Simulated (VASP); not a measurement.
Data:

```xyz
2
Lattice="3.0835 0.0000 0.0000 0.0000 3.0835 0.0000 0.0000 0.0000 3.0835" Properties=species:S:1:pos:R:3 pbc="T T T"
Zn     1.5418     1.5418     1.5418
Au     0.0000     0.0000     0.0000
```

Computed with TPSS meta-GGA, VASP's PBE PAW potentials (set 64) (plane waves; VASP). Numerical set-up: 520 eV cut-off, 12×12×12 Γ-centred mesh, first-order Methfessel-Paxton smearing of 0.10 eV, potentials Zn Au.

Q: Give the stress tensor in GPa (positive for a compressed cell).

A: 
```
10.11   0.00   0.00
 0.00  10.11   0.00
 0.00   0.00  10.11
```
The pressure is its mean diagonal, 10.11 GPa.

The compound is AuZn in the CsCl type structure. This cell is one point of a volume scan, at 0.94 of the reference volume. The electron count is odd and the run is not spin-polarised, which forces a metal.
